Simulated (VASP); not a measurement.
Data:

```
TiC
1.0
    0.00000     2.16500     2.16500
    2.16500     0.00000     2.16500
    2.16500     2.16500     0.00000
Ti C
1 1
Direct
  0.00000   0.00000   0.00000
  0.50000   0.50000   0.50000
```

Computed with AM05 GGA, VASP's PBE PAW potentials (set 64) (plane waves; VASP). Run with 520 eV cut-off, 13×13×13 Γ-centred mesh, first-order Methfessel-Paxton smearing of 0.10 eV, potentials Ti_sv C.

Energy and stress use the plane-wave basis of the starting cell.

The ions, cell shape and volume are relaxed. Predict the relaxed structure.

```
TiC
1.0
    0.00000     2.14488     2.14488
    2.14488     0.00000     2.14488
    2.14488     2.14488     0.00000
Ti C
1 1
Direct
  0.00000   0.00000   0.00000
  0.50000   0.50000   0.50000
```
Space group Fm-3m (225), at a tolerance of 0.03 Å.

How do energy and volume change from the first to the last step?

The energy (σ→0) changes by -6.4 meV/atom and the volume by -2.8 %, in 3 ionic steps.

| step | E(σ→0) (eV) | max force (eV/Å) | pressure (GPa) | volume (Å³) |
|---|---|---|---|---|
| 1 | -19.3218 | 0.000 | -7.15 | 20.30 |
| 2 | -19.3105 | 0.000 | 10.82 | 18.99 |
| 3 | -19.3347 | 0.000 | -0.05 | 19.73 |

The compound is TiC in the rock salt structure. This run relaxes it. Symmetry was kept, so distortions that lower it aren't found.
